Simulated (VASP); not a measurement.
Here is the system:

```
PtS2
1.0
    3.55055     0.00000     0.00000
   -1.77528     3.07487     0.00000
    0.00000     0.00000     5.50673
Pt S
1 2
Direct
  0.00000   0.00000   0.00000
  0.33333   0.66667   0.22365
  0.66667   0.33333   0.77635
```

Calculation: r2SCAN meta-GGA, VASP's PBE PAW potentials (set 64) (plane waves; VASP 6.6.1). Settings: 480 eV cut-off, 7×7×4 Γ-centred mesh, Gaussian smearing of 0.050 eV, potentials Pt S.

Problem. What does the run give for the energy per atom (σ→0)?

Solution. 
The energy per atom (σ→0) comes out as -22.958 eV/atom.

Total energies compare only between runs with the same potentials, cut-off and functional.

The compound is PtS2 in the 1T layered structure. It was relaxed first, which changed the volume by +10 %. The start is the result of an earlier pass.
